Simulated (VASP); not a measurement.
A run of VASP 6.6.1 is set up as follows.

The input INCAR:

```
ALGO = Normal
EDIFF = 1E-7
ENCUT = 520
GGA = PE
ISIF = 2
ISMEAR = 0
LASPH = T
LCHARG = T
LELF = T
LREAL = F
LVACPOTAV = T
LVHAR = T
LWAVE = F
NBANDS = 25
NELM = 80
PREC = Accurate
SIGMA = 0.01
```

File KPOINTS:

```
k-points
0
Gamma
  1 1 1
```

Contents of POSCAR:

```
GaI3
1.0
   12.0000000000      0.0000000000      0.0000000000
    0.0000000000     14.0000000000      0.0000000000
    0.0000000000      0.0000000000     12.0000000000
I Ga
3 1
Direct
    0.6248875000      0.4794964300      0.6254333300
    0.3772791700      0.3536392900      0.4154833300
    0.4589125000      0.6493607100      0.3802333300
    0.4870291700      0.4941607100      0.4737166700
```

Potentials or basis: VASP PAW PBE potentials, release 64 (I, Ga_d).

Launch:

```sh
$ cat potpaw_PBE.64/I/POTCAR potpaw_PBE.64/Ga_d/POTCAR > POTCAR
$ mpirun -np 1 vasp_gam > vasp.out
```

**Question.** What does it give for the largest force?

**Answer.** 0.226 eV/Å.

**Question.** What does it give for the gap between the frontier levels?

**Answer.** 3.23 eV.

Forces on the atoms (eV/Å):
```
I    0.150 -0.019  0.166
I   -0.121 -0.180 -0.064
I   -0.031  0.198 -0.102
Ga   0.002  0.001  0.001
```

Caveat: spin-orbit coupling is left out, which moves the levels of the heavy elements. Expect the measured gap to be larger: semilocal functionals such as PBE lack the derivative discontinuity.
